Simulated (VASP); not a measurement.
VASP ran on this input.

### KPOINTS
```
Regular mesh
0
Gamma
9 9 9
0 0 0
```

File POSCAR:
```
LiCl
1.0
  0.0000000000   2.5717371688   2.5717371688
  2.5717371688   0.0000000000   2.5717371688
  2.5717371688   2.5717371688   0.0000000000
Li Cl
1 1
Cartesian
  0.0000000000   0.0000000000   0.0000000000
  2.5717371688   2.5717371688   2.5717371688
```

### INCAR
```
SYSTEM = LiCl
PREC = Accurate
ENCUT = 520
EDIFF = 1E-7
NELM = 100
ALGO = Normal
LREAL = .FALSE.
LASPH = .TRUE.
ISMEAR = 0
SIGMA = 0.05
GGA = RP
LWAVE = .FALSE.
LCHARG = .FALSE.
ISIF = 2
```

POTCAR, in this order: Li_sv Cl (PBE.64 set). Program: vasp_std.

Task: Translate this RPBE calculation to Quantum ESPRESSO's pw.x.

Result: One equivalent input (not run):
```
&CONTROL
  calculation = 'scf'
  pseudo_dir = './pseudo'
  outdir = './out'
  tprnfor = .true.
  tstress = .true.
/
&SYSTEM
  ibrav = 0
  nat = 2
  ntyp = 2
  ecutwfc = 74
  occupations = 'smearing'
  smearing = 'gaussian'
  degauss = 0.003675
  input_dft = 'rpbe'
/
&ELECTRONS
  conv_thr = 7.3e-09
  electron_maxstep = 100
/
ATOMIC_SPECIES
  Li 6.940 Li.upf
  Cl 35.450 Cl.upf
CELL_PARAMETERS angstrom
     0.0000000    2.5717372    2.5717372
     2.5717372    0.0000000    2.5717372
     2.5717372    2.5717372    0.0000000
ATOMIC_POSITIONS crystal
  Li   0.0000000  0.0000000  0.0000000
  Cl   0.5000000  0.5000000  0.5000000
K_POINTS automatic
  9 9 9 0 0 0
```
The two are equivalent in intent, not identical: the potentials are each code's own (VASP's PAW set, PseudoDojo norm-conserving files in pw.x), so ENCUT and ecutwfc are chosen apart and not converted; conv_thr bounds pw.x's estimated SCF error, while EDIFF bounds the energy change between steps.

The compound is LiCl in the rock salt structure. This cell is one point of a volume scan, at 0.94 of the reference volume.
